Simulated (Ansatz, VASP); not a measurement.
**YB6: VASP beside Ansatz**

Aim: how closely do two programs agree when they are given the same cell, functional and k mesh? The structure shown comes from an earlier Ansatz run, which isn't shown and may have moved the atoms alone.

Main program and level: Ansatz 0.2.0; plane waves, with VASP 6.6.1 beside it; elastic constants at LDA.

### Step 1. Set-up

The structure is cubic, space group Pm-3m (No. 221). Conventional cell: a = 4.041 Å, b = 4.041 Å, c = 4.041 Å, α = 90.00°, β = 90.00°, γ = 90.00°. Nearest to Y lie 24 B at 2.97 Å. Nearest to B lie 6 B at 1.61 to 2.43 Å and 4 Y at 2.97 Å. Farther neighbours are not listed.

### Step 2. Ansatz: elastic constants, LDA

Ansatz runs on its PAW soft_1 files.

Elastic constants are differences of stresses under small strains, so they test the stress and the mesh.

input.yaml

```yaml
crystal:
  lattice:
    - [4.0412535073, 0.0, 0.0]
    - [0.0, 4.0412535073, 0.0]
    - [0.0, 0.0, 4.0412535073]
  atoms:
    - { symbol: "Y", position: [0.0, 0.0, 0.0] }
    - { symbol: B, position: [0.19900078, 0.5, 0.5] }
    - { symbol: B, position: [0.5, 0.19900078, 0.5] }
    - { symbol: B, position: [0.80099922, 0.5, 0.5] }
    - { symbol: B, position: [0.5, 0.80099922, 0.5] }
    - { symbol: B, position: [0.5, 0.5, 0.19900078] }
    - { symbol: B, position: [0.5, 0.5, 0.80099922] }
kpoints:
  mp_grid: { grid: [12, 12, 12] }
hamiltonian:
  xc: lda
  pseudopotentials: { kind: paw, azcp: { folder: soft_1 }, xc_functional: pbe }
scf:
  occupations: { method: fermi_dirac, width: 0.15 }
output:
  forces: true
  stress: true
  eigenvalues: true
elastic:
  mode: relaxed_ion
  amplitude: 0.01
  stencil: two_point
```

Command:

```sh
ansatz run input.yaml --threads 8 --pin off --max-ram 15360MiB --backend cpu --events-out ev --progress --plain --runs-dir out
```

Numbers of over 12 decimals in the logs are rounded to 6 here.

The log of the run:

```text
band count auto-derived: 23 (N_el = 29.0; filled up to band 15; 22 by the electrons, moments and atoms)
Engine: ansatz 0.2.0, x86_64-unknown-linux-gnu
Pseudopotentials: kind: paw
Pseudopotential: Y, paw, valence charge 11, recommended cutoff 420 eV (normal), soft_1/Y.paw.azcp
Pseudopotential: B, paw, valence charge 3, recommended cutoff 420 eV (normal), soft_1/B.paw.azcp
Functional definition: SPW92
  exchange = slater_x
  correlation = pw_c
Crystal: 7 atoms, lattice volume = 66.001 Å³
Basis set: ecut = 420 eV, 1309 PW (Γ)
Bands: 23, of which v1, the nominal top of the filled ones, is band 15 counted from 1 (14 counted from 0)
Symmetry: 48 space group operations
Space group: Pm-3m (ITA 221), of the structure as read, at distance tolerance 4.0e-5 Å
k-points: 84 of 1728
Non-local potential: Y, projectors of the file, l = 0: 3, l = 1: 2, l = 2: 2, l = 3: 1
Non-local potential: B, projectors of the file, l = 0: 2, l = 1: 2, l = 2: 1
PAW form: soft (Blöchl's): semilocal exchange-correlation on the pseudo side does not see the compensation charge
PAW frozen core: Y, regenerated for the run's functional, and the local potential with it (the file was generated under x = pbe(κ = 0.804, μ = 0.219515), c = pbe(β = 0.066725))
PAW frozen core: B, regenerated for the run's functional, and the local potential with it (the file was generated under x = pbe(κ = 0.804, μ = 0.219515), c = pbe(β = 0.066725))
PAW one-centre angular grid: Y, 590 points (default); XC on 64 Gauss nodes
PAW one-centre angular grid: B, 110 points (default); XC on 64 Gauss nodes
Initial density: superposition of atomic densities (chi_scale 0.1, normalization cell, long waves kept (reshape's long-wave potential 0.00 eV rms))
Initial wavefunctions: pseudopotential atomic-orbital guess
Functional: x = slater, c = lda
SCF iter   1: F=—  HF=-4651.381918 eV  |F-HF|=—  |Δ(HF+E_count)|=         —  Δρ=9.20e-2  dr2=1.25e1  ethr=3.10e-3  ⟨swp⟩=5.6  Hψ=9488  notcnv=0
preconditioner: auto → Kerker (q_TF=auto, 2.379 Å⁻¹)  [metal: Δε(μ)=0.029 eV  Ē_g=15.074 eV  σ=0.150 eV  W_gap=0.05  n_scr=18 (ndim 8)  ℏωp=23.8 eV  f_vac=0.000  D(μ)=0.89/eV (n_scr^D=6)]
SCF iter   2: F=—  HF=-4648.691330 eV  |F-HF|=—  |Δ(HF+E_count)|=    2.69e0  Δρ=5.32e-2  dr2=4.68e0  ethr=3.10e-3  ⟨swp⟩=3.0  Hψ=4487  notcnv=0  defer=8
SCF iter   3: F=—  HF=-4647.132521 eV  |F-HF|=—  |Δ(HF+E_count)|=    1.56e0  Δρ=7.72e-3  dr2=2.75e-2  ethr=3.10e-3  ⟨swp⟩=3.7  Hψ=4488  notcnv=0  defer=8
SCF iter   4: F=—  HF=-4647.132901 eV  |F-HF|=—  |Δ(HF+E_count)|=   3.79e-4  Δρ=2.11e-3  dr2=8.34e-3  ethr=9.47e-5  ⟨swp⟩=2.9  Hψ=3862  notcnv=0
SCF iter   5: F=—  HF=-4647.130769 eV  |F-HF|=—  |Δ(HF+E_count)|=   2.13e-3  Δρ=4.20e-4  dr2=2.77e-4  ethr=2.87e-5  ⟨swp⟩=2.0  Hψ=2559  notcnv=0
SCF iter   6: F=—  HF=-4647.130709 eV  |F-HF|=—  |Δ(HF+E_count)|=   6.03e-5  Δρ=4.78e-5  dr2=1.28e-6  ethr=9.55e-7  ⟨swp⟩=2.3  Hψ=2554  notcnv=0
SCF iter   7: F=—  HF=-4647.130710 eV  |F-HF|=—  |Δ(HF+E_count)|=   7.70e-7  Δρ=7.20e-6  dr2=4.35e-8  ethr=4.42e-9  ⟨swp⟩=2.4  Hψ=3084  notcnv=0
SCF iter   8: F=—  HF=-4647.130710 eV  |F-HF|=—  |Δ(HF+E_count)|=   1.74e-9  Δρ=1.29e-6  dr2=2.06e-9  ethr=1.50e-10  ⟨swp⟩=2.1  Hψ=2713  notcnv=0
SCF iter   9: F=—  HF=-4647.130710 eV  |F-HF|=—  |Δ(HF+E_count)|=  5.91e-10  Δρ=2.15e-7  dr2=5.15e-11  ethr=7.09e-12  ⟨swp⟩=2.2  Hψ=2817  notcnv=0
SCF iter  10: F=—  HF=-4647.130710 eV  |F-HF|=—  |Δ(HF+E_count)|=  3.64e-11  Δρ=2.12e-8  dr2=2.06e-13  ethr=1.78e-13 (applied; sched 1.00e-12)  ⟨swp⟩=2.6  Hψ=3106  notcnv=0
SCF iter  11: F=-4647.130710 eV  HF=-4647.130710 eV  |F-HF|=9.09e-13  |Δ(HF+E_count)|=  9.55e-11  Δρ=2.39e-9  dr2=1.74e-15  ethr=1.00e-12  ⟨swp⟩=5.3  Hψ=7926  notcnv=0
SCF 1 converged in 11 iterations: F = -4647.130710 eV  dr2 = 1.74e-15
  greatest PAW one-centre occupation: 0.991 electrons in one spin orbital (limit 2), on the Y atom at site 0 (counted from 0), in its partial waves of l = 0
relax step   1: F+E_penalty+E_count = -4647.13070955 eV  Δ(F+E_penalty+E_count) = +0.000e0 eV  max|allowed force component| = 7.594e-4 eV/Å  Δτ_max = 0.0000 Å  (11 SCF iters, accepted)
[...]
relax step   1: F+E_penalty+E_count = -4647.12852484 eV  Δ(F+E_penalty+E_count) = +0.000e0 eV  max|allowed force component| = 1.237e-1 eV/Å  Δτ_max = 0.0000 Å  (9 SCF iters, accepted)
[...]
relax step   2: F+E_penalty+E_count = -4647.12993804 eV  Δ(F+E_penalty+E_count) = -1.413e-3 eV  max|allowed force component| = 3.452e-4 eV/Å  Δτ_max = 0.0057 Å  (8 SCF iters, accepted)
[...]
relax step   3: F+E_penalty+E_count = -4647.12993804 eV  Δ(F+E_penalty+E_count) = -2.281e-9 eV  max|allowed force component| = 1.294e-6 eV/Å  Δτ_max = 0.0000 Å  (4 SCF iters, accepted)
iter 1 solved again at ethr=1.00e-12 eV; its pass at ethr=3.10e-3 eV (dr2=9.61e-14 eV) is discarded
SCF iter   1: F=—  HF=-4647.129938 eV  |F-HF|=—  |Δ(HF+E_count)|=         —  Δρ=1.05e-8  dr2=9.78e-14  ethr=1.00e-12  ⟨swp⟩=3.8  Hψ=32139  notcnv=0
SCF iter   2: F=-4647.129938 eV  HF=-4647.129938 eV  |F-HF|=0.00e0  |Δ(HF+E_count)|=    0.00e0  Δρ=6.68e-9  dr2=3.92e-14  ethr=1.00e-12  ⟨swp⟩=4.6  Hψ=20503  notcnv=0
SCF 23 converged in 2 iterations: F = -4647.129938 eV  dr2 = 3.92e-14
SCF converged after 6 iterations
Free energy (F): -4647.130710 eV
Harris-Foulkes:  -4647.130710 eV  (|F-HF|=0.00e0)
Internal energy: -4647.071122 eV  (E = F + TS)
E sigma→0 (E₀):  -4647.100916 eV
Entropy (-TS):   -0.059587 eV (-8.512 meV/atom)
Fermi energy:    11.790683 eV
--- Per-component energies (eV) ---
  E_band       = -34.700588
  E_kinetic    = 628.804265
  E_local      = -631.951314  (includes V_loc(G=0)·N_el)
  E_nonlocal   = 80.643533
  E_hartree    = 195.419086
  E_xc         = -378.212657
  E_vxc        = -442.937324  (∫ρ·V_xc dr)
  E_paw        = -3148.225696  (= ΣΔE_a)
  E_vpaw       = -60.097992  (= ΣTr[D̂ρ^β])
  E_aug_tail   = 0.000077  (compensation charges beyond the density's cutoff)
  E_ewald      = -1394.153007
  E_core_change = 0.604591  (= ΣΔE_core)
  E_smearing   = -0.059587  (= −TS)
  E_closure    = 0.000000  (closes the sum)
  Σ components = -4647.130710   (vs F -4647.130710, Δ=0.00e0)
--- Forces (eV/Å), atoms counted from 1 ---
  atom   1  Y      0.00000000     0.00000000    -0.00000000
  atom   2  B     -0.00000013     0.00000000     0.00000000
  atom   3  B     -0.00000000    -0.00000013     0.00000000
  atom   4  B      0.00000013    -0.00000000     0.00000000
  atom   5  B      0.00000000     0.00000013     0.00000000
  atom   6  B     -0.00000000     0.00000000    -0.00000013
  atom   7  B     -0.00000000     0.00000000     0.00000013
  max |Σ_I F_I| component: 6.07e-18 eV/Å
--- Stress (GPa, compression-positive) ---
        0.001011      -0.000000       0.000000
        0.000000       0.001011      -0.000000
        0.000000      -0.000000       0.001011
  P = ⅓ Tr σ = 0.0010 GPa (0.010 kbar)
--- Band table (eV; the first three rows and the last of 84) ---
  k-point 0: bands = [... 11 lower, 9.7343, 9.7343, 9.7343, 12.8310, 12.8310, 12.8982, 12.8982, 12.8982, ... 4 higher]
  k-point 1: bands = [... 11 lower, 9.5192, 9.5192, 9.7692, 11.9009, 12.8975, 13.1790, 13.1790, 13.8725, ... 4 higher]
  k-point 2: bands = [... 11 lower, 9.0523, 9.0523, 9.8700, 11.0170, 13.0900, 13.6631, 13.6631, 14.5082, ... 4 higher]
  k-point 83: bands = [... 11 lower, 9.1791, 9.1791, 9.1791, 14.5255, 14.7115, 14.7115, 15.0777, 15.0777, ... 4 higher]
--- Elastic constants: 2 strain directions × 2 members + reference (group order 48) ---
  dense FFT box of the reference and of every strained cell: 30×30×30
  strains applied: 11, 23; error gains: componentwise 1.00 (the most a stress slope's error grows in a printed constant), spectral 1.73 (1 for all six strains in a standard setting)
  reference relaxed by the batch: 3 steps; max|allowed force component| 7.59e-4 eV/Å at the deck's positions, 4.96e-8 at the last accepted step, 1.28e-7 by the solve of record
  largest displacement 9.9e-6 Å; the constants are those of the deck's cell at these positions:
  atoms:
    - { symbol: Y, position: [0, 0, 0] }
    - { symbol: B, position: [0.198998, 0.5, 0.5] }
    - { symbol: B, position: [0.5, 0.198998, 0.5] }
    - { symbol: B, position: [0.801002, 0.5, 0.5] }
    - { symbol: B, position: [0.5, 0.801002, 0.5] }
    - { symbol: B, position: [0.5, 0.5, 0.198998] }
    - { symbol: B, position: [0.5, 0.5, 0.801002] }
  C = ∂σ_k/∂η_j (tension-positive GPa; Voigt order 11 22 33 23 13 12):
       492.512     31.734     31.734     -0.000     -0.000     -0.000
        31.734    492.512     31.734     -0.000     -0.000     -0.000
        31.734     31.734    492.512     -0.000     -0.000     -0.000
        -0.000      0.000     -0.000     36.201      0.000     -0.000
        -0.000     -0.000      0.000      0.000     36.201      0.000
         0.000      0.000     -0.000      0.000      0.000     36.201
  reference stress σ⁰ (GPa):     -0.001     -0.001     -0.001      0.000     -0.000     -0.000
  C* (energy form; C + prestress term) asymmetry max|C*_kj − C*_jk| = 4.632e-17 GPa — a small one proves nothing (zero by symmetry where the batch's group is 432, −43m or m−3m); a large one is finite-difference/SCF noise where every solve meets its electron count
  moduli (Voigt/Reuss/Hill, GPa): K = 185.33/185.33/185.33   G = 113.88/54.61/84.25   E = 219.48   ν = 0.303
  mechanically stable: yes (min eigenvalue of sym C = 36.20 GPa)
  strain η (Voigt 11):  stress-route row diagonal C_11 = 492.51 GPa, energy-path curvature d²(F+E_count+ΔE)/dδ²/Ω₀ = 492.47 GPa
         δ    σ_11 (GPa)             F (eV)   n_scf  n_hpsi   n_pw
    -1.000e-2      -5.0599       -4647.1203414       2   36592   1312   relax 3 steps, max|allowed force component| 2.88e-5 eV/Å
     1.000e-2       4.7904       -4647.1207340       2   36534   1332   relax 4 steps, max|allowed force component| 1.99e-7 eV/Å
  strain η (Voigt 23):  stress-route row diagonal C_44 = 36.20 GPa, energy-path curvature d²(F+E_count+ΔE)/dδ²/Ω₀ = 36.14 GPa
         δ    σ_23 (GPa)             F (eV)   n_scf  n_hpsi   n_pw
    -1.000e-2      -0.3620       -4647.1299380       2   56587   1328   relax 5 steps, max|allowed force component| 1.27e-6 eV/Å
     1.000e-2       0.3620       -4647.1299380       2   56896   1328   relax 3 steps, max|allowed force component| 1.29e-6 eV/Å
```

(Part 1 of 2 ends here.)

[Lines on the potential files, build, host, timing and source positions are cut from VASP's logs without a mark.]

[Logs are printed without paths, hosts, clocks, repeated set-up lines and the standing remarks that a program may print on its own settings, such as how far it seeks lower states.]

[Hosts, paths, dates, database ids (printed as entryN), source tags and the programs' standing remarks are cut or masked in the printed files.]
